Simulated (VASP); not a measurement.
Input:

```yaml
crystal:
  lattice:
    - [0.00000, 3.00000, 3.00000]
    - [3.00000, 0.00000, 3.00000]
    - [3.00000, 3.00000, 0.00000]
  atoms:
    - { symbol: Al, position: [0.24901, 0.27678, 0.24035] }
    - { symbol: Al, position: [0.76756, 0.74220, 0.73938] }
    - { symbol: Au, position: [0.98344, 0.98103, 0.02028] }
```

Computed with PBEsol GGA, VASP's PBE PAW potentials (set 64) (plane waves; VASP). Numerical set-up: 300 eV cut-off, 6×6×6 Γ-centred mesh, Fermi-Dirac smearing of 0.10 eV, potentials Al Au.

At this cut-off the stress carries a Pulay error, which pulls relaxed volumes low. Unless said otherwise, spin-orbit coupling is left out, though it shifts the bands of the heavy elements here.

Question: Estimate the energy per atom (σ→0), pressure, largest force, band gap (on the k-mesh) with the smallest direct gap where there is one.

Answer: 
```yaml
band gap (on the k-mesh): none (metal, semimetal or under 0.01 eV)
energy per atom (σ→0): -4.449 eV/atom
pressure: 1.37 GPa
largest_force: 1.414 eV/Å
```

The structure is a typed AuAl2 crystal. The cell was not relaxed at this level, atoms are displaced from their ideal sites. The k-mesh is coarse (spacing up to 0.30 per Å, 2π included), so the numbers may not be converged in it. The electron count is odd and the run is not spin-polarised, which forces a metal.
